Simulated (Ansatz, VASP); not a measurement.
**Mo2CCl2 (Mo2CCl2 MXene, 1 layer): VASP beside Ansatz**

Wanted: the spread between two codes on one cell, functional and k mesh. The structure shown is the start of the Ansatz relaxation below; VASP solves that cell, so the two are compared at the walk's first step.

Method: plane waves, with VASP 6.6.1 beside it; single point at PBE, in Ansatz 0.2.0.

## (1) The starting structure

The cell holds 5 atoms: 2 Cl, 2 Mo and 1 C. Its edges and angles: a = 3.025 Å, b = 3.025 Å, c = 21.697 Å, α = 90.0°, β = 90.0°, γ = 120.0°. Vacuum lies along c.

## (2) Ansatz: relaxation, PBE

Ansatz runs on its default PAW (the set named soft_2) files.

The two programs are compared at the cell with which this relaxation starts, whose forces are those of its first step.

File input.yaml:

```yaml
crystal:
  lattice:
    - [3.024736, 0.0, 0.0]
    - [-1.512368, 2.6194982157, 0.0]
    - [0.0, 0.0, 21.6970420764]
  atoms:
    - { symbol: Cl, position: [0.3333333333, 0.6666666667, 0.3687138538] }
    - { symbol: Mo, position: [0.6666666667, 0.3333333333, 0.4449934127] }
    - { symbol: C, position: [0.0, 0.0, 0.5] }
    - { symbol: Mo, position: [0.3333333333, 0.6666666667, 0.5550065873] }
    - { symbol: Cl, position: [0.6666666667, 0.3333333333, 0.6312861462] }
kpoints:
  mp_grid: { grid: [12, 12, 1] }
hamiltonian:
  xc: pbe
scf:
  occupations: { method: fermi_dirac, width: 0.05 }
  convergence: { dr2_threshold: 1.0e-08 }
efield:
  axis: 3
  dipole_correction: true
  ramp_position: 0.97
  ramp_width: 0.04
relax:
  f_tol: 0.01
  cell: { fix: [c, alpha, beta] }
output:
  write_potential: true
  write_density: true
  volumetric_format: npy
```

Command:

```bash
ansatz run input.yaml --threads 4 --pin off --max-ram 8192MiB --backend cpu --events-out ev --progress --plain --runs-dir out
```

Numbers of over 12 decimals in the logs are rounded to 6 here.

The log of the run:

```text
Warning: relax.cell: scf.convergence.dr2_threshold = 1e-8 eV is looser than the 5e-10 eV advised for a relaxation that steers and ends on the stress (1e-10 eV for each atom of the cell: 5). What an SCF threshold leaves in a stress goes as its square root, and in the free energy as the threshold itself, and one threshold admits the most on a small cell: [figures from the program's tests cut] Set scf.convergence.dr2_threshold to 5e-10 eV or tighter. The threshold is an SCF's pass mark: one that does not reach it within its budget of iterations ends unconverged, or closes short of it on a stop that the run arms, and scf.convergence.dr2_threshold's page says what that costs each kind of run
Engine: ansatz 0.2.0, x86_64-unknown-linux-gnu
Pseudopotentials: kind: paw
Pseudopotential: Cl, paw, valence charge 7, recommended cutoff 420 eV (normal), Cl.paw.azcp
Pseudopotential: Mo, paw, valence charge 14, recommended cutoff 420 eV (normal), Mo.paw.azcp
Pseudopotential: C, paw, valence charge 4, recommended cutoff 420 eV (normal), C.paw.azcp
Functional definition: PBE
  parameter kappa = 0.804
  parameter beta = 0.066725
  exchange = pbe_x(kappa = kappa, mu = beta*pi^2/3)
  correlation = pbe_c(beta = beta)
Crystal: 5 atoms, lattice volume = 171.912 Å³
Basis set: ecut = 420 eV, 3313 PW (Γ), exchange–correlation on 48×48×300 points (8 copies of the dense FFT grid, shifted against one another)
Bands: 28, of which v1, the nominal top of the filled ones, is band 23 counted from 1 (22 counted from 0)
Symmetry: 6 space group operations
k-points: 19 of 144 (time reversal used)
Non-local potential: Cl, projectors of the file, l = 0: 2, l = 1: 2, l = 2: 2
Non-local potential: Mo, projectors of the file, l = 0: 3, l = 1: 2, l = 2: 2, l = 3: 1
Non-local potential: C, projectors of the file, l = 0: 2, l = 1: 2, l = 2: 1
PAW form: soft (Blöchl's): semilocal exchange-correlation on the pseudo side does not see the compensation charge
PAW one-centre angular grid: Cl, 110 points (default); XC on 64 Gauss nodes
PAW one-centre angular grid: Mo, 590 points (default); XC on 64 Gauss nodes
PAW one-centre angular grid: C, 110 points (default); XC on 64 Gauss nodes
Initial density: superposition of atomic densities (neutral atoms: chi_scale 0, normalization atom), corrected by the library's trained network
Initial wavefunctions: pseudopotential atomic-orbital guess
Functional: x = pbe(κ = 0.804, μ = 0.219515), c = pbe(β = 0.066725)
SCF iter   1: F=—  HF=-12322.379020 eV  |F-HF|=—  |Δ(HF+E_count)|=         —  Δρ=8.98e-3  dr2=5.74e-1  ethr=1.77e-3  p=0.000 e·Å  D=4.39e-4 V/Å  ΔV_dip=-0.01 eV  dr2_dipole=8.79e-6  V_vac-E_F(+/−)=4.79/4.80 eV  ⟨swp⟩=9.7  Hψ=3282  notcnv=0
efield: sawtooth ramp at fractional position 0.9700 (set: `efield.ramp_position`, or a place that a band, a saddle search or an elastic batch's reference lends), width 0.0400; the density the first Hamiltonian is built on has a dipole p = 0.000 e·Å; the dipole correction subtracts the counter field D = 4.39e-4 V/Å, which shifts the + side's vacuum level by -0.01 eV against the − side's; the planar-averaged density in the ramp window peaks in size at 3.4e-5 e/Å³
preconditioner: auto → LDOS  [metal: Δε(μ)=0.058 eV  Ē_g=8.645 eV  σ=0.050 eV  W_gap=0.28  n_scr=14 (ndim 8)  ℏωp=15.5 eV  f_vac=0.593  D(μ)=3.66/eV (n_scr^D=12)  β→1.0]
SCF iter   2: F=—  HF=-12322.313423 eV  |F-HF|=—  |Δ(HF+E_count)|=   6.56e-2  Δρ=2.76e-3  dr2=3.49e-2  ethr=1.25e-3  p=0.000 e·Å  D=2.25e-4 V/Å  ΔV_dip=-0.00 eV  dr2_dipole=1.61e-5  V_vac-E_F(+/−)=3.83/3.84 eV  ⟨swp⟩=2.0  Hψ=800  notcnv=0
SCF iter   3: F=—  HF=-12322.311832 eV  |F-HF|=—  |Δ(HF+E_count)|=   1.59e-3  Δρ=1.95e-3  dr2=1.22e-2  ethr=7.60e-5  p=0.000 e·Å  D=3.12e-5 V/Å  ΔV_dip=-0.00 eV  dr2_dipole=5.47e-7  V_vac-E_F(+/−)=3.84/3.84 eV  ⟨swp⟩=2.9  Hψ=1131  notcnv=0
SCF iter   4: F=—  HF=-12322.309256 eV  |F-HF|=—  |Δ(HF+E_count)|=   2.58e-3  Δρ=5.61e-4  dr2=7.75e-4  ethr=2.66e-5  p=0.000 e·Å  D=2.19e-5 V/Å  ΔV_dip=-0.00 eV  dr2_dipole=8.71e-8  V_vac-E_F(+/−)=3.76/3.76 eV  ⟨swp⟩=2.9  Hψ=1151  notcnv=0
SCF iter   5: F=—  HF=-12322.309068 eV  |F-HF|=—  |Δ(HF+E_count)|=   1.88e-4  Δρ=1.35e-4  dr2=5.05e-5  ethr=1.69e-6  p=0.000 e·Å  D=3.68e-6 V/Å  ΔV_dip=-0.00 eV  dr2_dipole=4.02e-9  V_vac-E_F(+/−)=3.78/3.78 eV  ⟨swp⟩=2.9  Hψ=1135  notcnv=0
SCF iter   6: F=—  HF=-12322.309069 eV  |F-HF|=—  |Δ(HF+E_count)|=   1.23e-6  Δρ=3.98e-5  dr2=4.85e-6  ethr=1.10e-7  p=-0.000 e·Å  D=-3.60e-7 V/Å  ΔV_dip=0.00 eV  dr2_dipole=6.66e-9  V_vac-E_F(+/−)=3.78/3.78 eV  ⟨swp⟩=2.7  Hψ=913  notcnv=0
[...]
SCF 10 converged in 6 iterations: F = -12324.097204 eV  dr2 = 3.51e-9
relax step  10: F+E_penalty+E_count = -12324.09720378 eV  Δ(F+E_penalty+E_count) = -3.492e-4 eV  max|allowed force component| = 8.007e-3 eV/Å  Δτ_max = 0.0039 Å  P = +0.010 GPa  Ω = 212.080 Å³  energy of the carried Pulay correction = -1.424e-4 eV  fix = [c, alpha, beta]  reactions: c +0.007 GPa  (6 SCF iters, accepted)
iter 1 solved again at ethr=5.86e-8 eV; its pass at ethr=3.10e-3 eV (dr2=2.70e-5 eV) is discarded
SCF iter   1: F=—  HF=-12324.097209 eV  |F-HF|=—  |Δ(HF+E_count)|=         —  Δρ=2.88e-5  dr2=5.56e-8  ethr=5.86e-8  p=-0.000 e·Å  D=-3.94e-7 V/Å  ΔV_dip=0.00 eV  dr2_dipole=5.35e-10  V_vac-E_F(+/−)=4.49/4.49 eV  ⟨swp⟩=4.2  Hψ=4852  notcnv=0
efield: sawtooth ramp at fractional position 0.9700 (set: `efield.ramp_position`, or a place that a band, a saddle search or an elastic batch's reference lends), width 0.0400; the density the first Hamiltonian is built on has a dipole p = -0.000 e·Å; the dipole correction subtracts the counter field D = -3.94e-7 V/Å, which shifts the + side's vacuum level by +0.00 eV against the − side's; the planar-averaged density in the ramp window peaks in size at 3.1e-6 e/Å³
preconditioner: auto → LDOS  [insulator: Δε(μ)=0.137 eV  Ē_g=8.022 eV  σ=0.050 eV  W_gap=0.59  n_scr=14 (ndim 8)  ℏωp=14.0 eV  f_vac=0.611  D(μ)=1.66/eV (n_scr^D=8)  ε∞_Penn≈4.0  β→1.0]
SCF iter   2: F=—  HF=-12324.097356 eV  |F-HF|=—  |Δ(HF+E_count)|=   1.47e-4  Δρ=2.48e-6  dr2=3.51e-8  ethr=1.21e-10  p=0.000 e·Å  D=7.39e-7 V/Å  ΔV_dip=-0.00 eV  dr2_dipole=3.25e-9  V_vac-E_F(+/−)=4.49/4.49 eV  ⟨swp⟩=4.1  Hψ=1404  notcnv=0
SCF iter   3: F=—  HF=-12324.097355 eV  |F-HF|=—  |Δ(HF+E_count)|=   1.07e-6  Δρ=2.06e-6  dr2=3.91e-8  ethr=7.64e-11  p=-0.000 e·Å  D=-1.11e-6 V/Å  ΔV_dip=0.00 eV  dr2_dipole=5.53e-9  V_vac-E_F(+/−)=4.49/4.49 eV  ⟨swp⟩=2.0  Hψ=786  notcnv=0
SCF iter   4: F=-12324.097356 eV  HF=-12324.097356 eV  |F-HF|=5.45e-8  |Δ(HF+E_count)|=   1.02e-6  Δρ=6.43e-7  dr2=1.45e-9  ethr=2.17e-11  p=-0.000 e·Å  D=-1.31e-7 V/Å  ΔV_dip=0.00 eV  dr2_dipole=7.53e-13  V_vac-E_F(+/−)=4.49/4.49 eV  ⟨swp⟩=9.9  Hψ=3934  notcnv=0
SCF 11 converged in 4 iterations: F = -12324.097356 eV  dr2 = 1.45e-9
relax step  11: F+E_penalty+E_count = -12324.09735622 eV  Δ(F+E_penalty+E_count) = -1.524e-4 eV  max|allowed force component| = 7.958e-3 eV/Å  Δτ_max = 0.0000 Å  P = +0.009 GPa  Ω = 212.080 Å³  fix = [c, alpha, beta]  reactions: c +0.007 GPa  stress off target by 1.06e-2 GPa on what of the cell is left free  SCF on the basis re-selected at this cell (its energy is not comparable with the rows above)  (4 SCF iters)
basis re-selected at this cell: Δ(F+E_penalty+E_count) = -1.524e-4 eV, ΔP = -0.000 GPa vs the last step (what re-selecting the basis moved, of the pressure what is left beyond the Pulay correction that the steps carried, after the strain that the cell walked since its last selection, with what the two solves' SCF thresholds leave and, on support functions, any second-order correction that the steps lacked; it is no m [...]
WARN: The input density's exchange-correlation potential varies sharply where the density is thin. Do not read a vacuum level from v_tot or v_xc, or from such a field of the output density. On a cell that repeats whose density bears no net charge and no dipole along the vacuum's axis use v_es (v_loc + v_h of the components); under efield.dipole_correction with no amplitude use v_es + v_field, which holds any external [...]
SCF converged after 4 iterations
Free energy (F): -12324.097356 eV
Harris-Foulkes:  -12324.097356 eV  (|F-HF|=5.45e-8)
Internal energy: -12324.082066 eV  (E = F + TS)
E sigma→0 (E₀):  -12324.089711 eV
Entropy (-TS):   -0.015290 eV (-3.058 meV/atom)
Fermi energy:    1.998845 eV
Dipole field:    D = 0.000001 V/Å  (p = 0.000001 e·Å, saw-weighted, corrected)
Work function:   Φ+ = 4.4895 eV   Φ− = 4.4895 eV
Levels:          The Fermi level and band energies are counted from a zero that moves with the ramp; work functions are not
--- Per-component energies (eV) ---
  E_band       = -783.961660
  E_kinetic    = 1294.987327
  E_local      = -39823.846393  (includes V_loc(G=0)·N_el)
  E_nonlocal   = 370.676969
  E_hartree    = 19211.822315
  E_xc         = -629.156462
  E_vxc        = -761.583466  (∫ρ·V_xc dr)
  E_paw        = -7820.112062  (= ΣΔE_a)
  E_vpaw       = -287.839008  (= ΣTr[D̂ρ^β])
  E_aug_tail   = 0.000279  (compensation charges beyond the density's cutoff)
  E_efield     = 0.000000  (sawtooth field / dipole correction)
  E_vefield    = -0.000010  (∫n·V_field dr)
  E_ewald      = 15071.545963
  E_smearing   = -0.015290  (= −TS)
  E_closure    = -0.000000  (closes the sum)
  Σ components = -12324.097356   (vs F -12324.097356, Δ=0.00e0)
--- Forces (eV/Å), atoms counted from 1 ---
  atom   1  Cl     0.00000000     0.00000000     0.00113551
  atom   2  Mo     0.00000000    -0.00000000    -0.00794611
  atom   3  C      0.00000000    -0.00000000    -0.00000521
  atom   4  Mo     0.00000000     0.00000000     0.00795750
  atom   5  Cl    -0.00000000    -0.00000000    -0.00114337
  max |Σ_I F_I| component: 1.70e-6 eV/Å
--- Stress (GPa, compression-positive) ---
        0.010638      -0.000000       0.000000
        0.000000       0.010638      -0.000000
        0.000000      -0.000000       0.006526
  P = ⅓ Tr σ = 0.0093 GPa (0.093 kbar)
--- Band table (eV; the first three rows and the last of 19) ---
  k-point 0: bands = [... 19 lower, -1.0991, -0.9923, -0.9923, 1.9265, 2.5382, 2.5382, 3.0262, 3.1445, ... 1 higher]
  k-point 1: bands = [... 19 lower, -1.4207, -0.8426, -0.6634, 1.8589, 2.3187, 2.5451, 3.1668, 3.2293, ... 1 higher]
  k-point 2: bands = [... 19 lower, -1.6786, -0.9570, -0.2875, 1.6427, 2.1049, 2.5589, 3.3005, 3.4446, ... 1 higher]
  k-point 18: bands = [... 19 lower, -1.9011, 0.2235, 0.3729, 0.3729, 2.9133, 2.9133, 3.4308, 4.9109, ... 1 higher]
--- Relaxed structure (9 steps of the walk, 8 accepted, 2 SCFs on fresh bases) ---
  F+E_penalty+E_count = -12324.09735622 eV   max|allowed force component| = 7.958e-3 eV/Å   (the final SCF, on the basis selected at the relaxed cell)
  cell:  # Å, volume = 212.0798 Å³
    - [3.359573, 0.0, 0]
    - [-1.679787, 2.909476, 0]
    - [0, 0, 21.6970420764]
  atoms:
    - { symbol: Cl, position: [0.333333, 0.666667, 0.375372] }
    - { symbol: Mo, position: [0.666667, 0.333333, 0.457139] }
    - { symbol: C, position: [0, 0, 0.500000] }
    - { symbol: Mo, position: [0.333333, 0.666667, 0.542861] }
    - { symbol: Cl, position: [0.666667, 0.333333, 0.624628] }
```

Reading the cycles: dr2 is the Hartree energy of the density residual (eV), the measure of convergence; HF is the Harris–Foulkes estimate of the energy, which meets the free energy F at convergence.

(Continued in part 2 of 2.)

[Lines on the potential files, build, host, timing and source positions are cut from VASP's logs without a mark.]

[Logs are printed without paths, hosts, clocks, repeated set-up lines and the standing remarks that a program may print on its own settings, such as how far it seeks lower states.]

[Hosts, paths, dates, database ids (printed as entryN), source tags and the programs' standing remarks are cut or masked in the printed files.]
